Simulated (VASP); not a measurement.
Computed with HSE06 screened hybrid, VASP's PBE PAW potentials (set 64) (plane waves; VASP).

The input files of a VASP run:

**INCAR**
```
AEXX = 0.25
ALGO = All
EDIFF = 1E-6
ENCUT = 520
GGA = PE
HFSCREEN = 0.2
ISMEAR = 0
ISPIN = 2
ISYM = 0
LASPH = .TRUE.
LCHARG = .FALSE.
LHFCALC = .TRUE.
LORBIT = 10
LREAL = .FALSE.
LWAVE = .FALSE.
MAGMOM = 1
NELM = 200
NUPDOWN = 1
PREC = Normal
PRECFOCK = Fast
SIGMA = 0.01
SYSTEM = Al atom
```

File POSCAR:
```
Al atom
1.0
 12.0000000000   0.0000000000   0.0000000000
  0.0000000000  12.5000000000   0.0000000000
  0.0000000000   0.0000000000  13.0000000000
Al
1
direct
  0.0000000000   0.0000000000   0.0000000000
```

KPOINTS:
```
Automatic mesh
0
Gamma
1 1 1
0 0 0
```

POTCAR, in this order: Al (PBE.64 set). Program: vasp_gam. Read from the step before: WAVECAR.

Output of the run:

**OUTCAR**
```
 ion  position               nearest neighbor table
   1  0.000  0.000  0.000-
 Subroutine IBZKPT returns following result:
 Found      1 irreducible k-points:

 Following reciprocal coordinates:
            Coordinates               Weight
  0.000000  0.000000  0.000000      1.000000
 Subroutine IBZKPT_HF returns following result:
   k-points           NKPTS =      1   k-points in BZ     NKDIM =      1   number of bands    NBANDS=      6
   number of dos      NEDOS =    301   number of ions     NIONS =      1
   total plane-waves  NPLWV = 392000
   dimension x,y,z NGX =    70 NGY =   70 NGZ =   80
   dimension x,y,z NGXF=   140 NGYF=  140 NGZF=  160
   ions per type =               1
   PREC   = normal    normal or accurate (medium, high low for compatibility)
   ISTART =      1    job   : 0-new  1-cont  2-samecut
   ICHARG =      0    charge: 1-file 2-atom 10-const
   ISPIN  =      2    spin polarized calculation?
   LNONCOLLINEAR =      F non collinear calculations
   LSORBIT =      F    spin-orbit coupling
   INIWAV =      1    electr: 0-lowe 1-rand  2-diag
   ENCUT  =  520.0 eV  38.22 Ry    6.18 a.u.  22.31 23.24 24.17*2*pi/ulx,y,z
   NELM   =    200;   NELMIN=  2; NELMDL=  0     # of ELM steps
   EDIFF  = 0.1E-05   stopping-criterion for ELM
   LREAL  =      F    real-space projection
   NLSPLINE    = F    spline interpolate recip. space projectors
   LMAXMIX     =    2 max onsite mixed and CHGCAR
   VOSKOWN=      0    Vosko Wilk Nusair interpolation
   EDIFFG = 0.1E-04   stopping-criterion for IOM
   NSW    =      0    number of steps for IOM
   NBLOCK =      1;   KBLOCK =      1    inner block; outer block
   IBRION =     -1    ionic relax: 0-MD 1-quasi-New 2-CG
   NFREE  =      0    steps in history (QN), initial steepest desc. (CG)
   ISIF   =      0    stress and relaxation
   ISYM   =      0    0-nonsym 1-usesym 2-fastsym
   TEIN   =    0.0    initial temperature
   TEBEG  =    0.0;   TEEND  =   0.0 temperature during run
   SMASS  =  -3.00    Nose mass-parameter (am)
   PSTRESS=    0.0 pullay stress
...
```

OSZICAR:
```
       N       E                     dE             d eps       ncg     rms           ort
SDA:   1    -0.379258433115E+00   -0.37926E+00    0.00000E+00     6   0.452E-01   0.000E+00
CGA:   2    -0.408328098010E+00   -0.29070E-01   -0.29218E-01     6   0.305E-01  -0.133E-02
SDA:   3    -0.668078235965E+00   -0.25975E+00   -0.26440E+00     6   0.722E-01  -0.895E-02
SDA:   4    -0.698355994361E+00   -0.30278E-01   -0.37095E-01     6   0.322E-01  -0.198E-01
CGA:   5    -0.706966974304E+00   -0.86110E-02   -0.86132E-02     6   0.304E-02  -0.847E-06
CGA:   6    -0.708536675338E+00   -0.15697E-02   -0.15704E-02     6   0.128E-02  -0.305E-05
CGA:   7    -0.709092974361E+00   -0.55630E-03   -0.55625E-03     6   0.181E-03   0.910E-06
CGA:   8    -0.709154137268E+00   -0.61163E-04   -0.61161E-04     6   0.230E-04  -0.571E-06
CGA:   9    -0.709164807425E+00   -0.10670E-04   -0.10695E-04     6   0.718E-05  -0.196E-06
CGA:  10    -0.709168556152E+00   -0.37487E-05   -0.37050E-05     6   0.279E-05   0.259E-06
CGA:  11    -0.709169810429E+00   -0.12543E-05   -0.12376E-05     6   0.808E-06   0.288E-06
CGA:  12    -0.709170259348E+00   -0.44892E-06   -0.43378E-06     6   0.255E-06   0.138E-06
   1 F= -.70917026E+00 E0= -.70917026E+00  d E =-.273669E-23  mag=     1.0000
```

OUTCAR:
```
------------------------ aborting loop because EDIFF is reached ----------------------------------------
  volume of cell :     1950.00
      direct lattice vectors                 reciprocal lattice vectors
    12.000000000  0.000000000  0.000000000     0.083333333  0.000000000  0.000000000
     0.000000000 12.500000000  0.000000000     0.000000000  0.080000000  0.000000000
     0.000000000  0.000000000 13.000000000     0.000000000  0.000000000  0.076923077
 POSITION                                       TOTAL-FORCE (eV/Angst)
 -----------------------------------------------------------------------------------
      0.00000      0.00000      0.00000        -0.000000     -0.000000     -0.000001
 -----------------------------------------------------------------------------------
    total drift:                               -0.000000     -0.000000     -0.000001
  FREE ENERGIE OF THE ION-ELECTRON SYSTEM (eV)
  ---------------------------------------------------
  free  energy   TOTEN  =        -0.7091702593 eV

  energy  without entropy=       -0.7091702593  energy(sigma->0) =       -0.70917026

  exchange ACFDT corr.  =         0.00000000  see jH, gK, PRB 81, 115126

 total charge

# of ion       s       p       d       tot
------------------------------------------
    1        0.722   0.152   0.000   0.874

 magnetization (x)

# of ion       s       p       d       tot
------------------------------------------
    1       -0.005   0.152   0.000   0.147
```
(Selected blocks of OUTCAR.)

The atom may not be in its lowest state.

The cell is a free atom in a box.
